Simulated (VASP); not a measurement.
Method: LDA (Ceperley-Alder, Perdew-Zunger), VASP's LDA PAW potentials (set 64) (plane waves; VASP 6.6.1).

Input for VASP

**POSCAR**
```
Cs
1
   -2.9025218902     2.9025218902     2.9025218902
    2.9025218902    -2.9025218902     2.9025218902
    2.9025218902     2.9025218902    -2.9025218902
Cs
1
Direct
  0.0000000000   0.0000000000   0.0000000000
```

### KPOINTS
```
Automatic
0
gamma
9 9 9
0 0 0
```

### INCAR
```
SYSTEM = Cs
PREC = Accurate; ENCUT = 520; LREAL = .False.
LASPH = .True.
EDIFF = 1E-7; NELM = 100; ALGO = Normal
LMAXMIX = 4
ISMEAR = 1; SIGMA = 0.1
ISIF = 2
LWAVE = .False.; LCHARG = .False.
```

POTCAR, in this order: Cs_sv (LDA.64 set). Program: vasp_std.

Task: What will the output report for the number of irreducible k-points (NKPTS), largest plane-wave count, number of space-group operations, FFT grid (NGX, NGY, NGZ)?

Result: 
| Property | Value |
|---|---|
| number of irreducible k-points (NKPTS) | 35 |
| largest plane-wave count | 2659 |
| number of space-group operations | 48 |
| FFT grid (NGX, NGY, NGZ) | 40 × 40 × 40 |

The compound is Cs in the bcc structure. This cell is one point of a volume scan, at 1.03 of the reference volume.
